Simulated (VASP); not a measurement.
Calculation: rev-vdW-DF2, VASP's PBE PAW potentials (set 64) (plane waves; VASP).

VASP input:

### INCAR
```
! general
SYSTEM   = BaZrO3
PREC     = Accurate
ENCUT    = 520
LREAL    = .FALSE.
LASPH    = .TRUE.

! electronic loop
EDIFF    = 1E-7
NELM     = 100
ALGO     = Normal
LMAXMIX  = 4

! smearing
ISMEAR   = 0
SIGMA    = 0.05

! functional
GGA      = MK
LUSE_VDW = .TRUE.
AGGAC    = 0.0
PARAM1   = 0.1234568
PARAM2   = 0.7114
ZAB_VDW  = -1.8867

! ions
ISIF     = 2

! output
LWAVE    = .FALSE.
LCHARG   = .FALSE.
```

### KPOINTS
```
Automatic mesh
0
G
  5 5 5
0 0 0
```

### POSCAR
```
BaZrO3
1.0
  4.1709574906   0.0000000000   0.0000000000
  0.0000000000   4.1709574906   0.0000000000
  0.0000000000   0.0000000000   4.1709574906
Ba Zr O
1 1 3
Direct
  0.0000000000   0.0000000000   0.0000000000
  0.5000000000   0.5000000000   0.5000000000
  0.5000000000   0.0000000000   0.5000000000
  0.0000000000   0.5000000000   0.5000000000
  0.5000000000   0.5000000000   0.0000000000
```

POTCAR, in this order: Ba_sv Zr_sv O (PBE.64 set). Program: vasp_std.

Problem. What will the output report for the number of irreducible k-points (NKPTS), largest plane-wave count, number of space-group operations, FFT grid (NGX, NGY, NGZ)?

Solution. 
```yaml
number of irreducible k-points (NKPTS): 10
largest_plane_wave_count: 1961
number_of_space_group_operations: 48
FFT grid (NGX, NGY, NGZ): 32 × 32 × 32
```

The compound is BaZrO3 in the cubic perovskite structure. This cell is one point of a volume scan, at 0.97 of the reference volume.
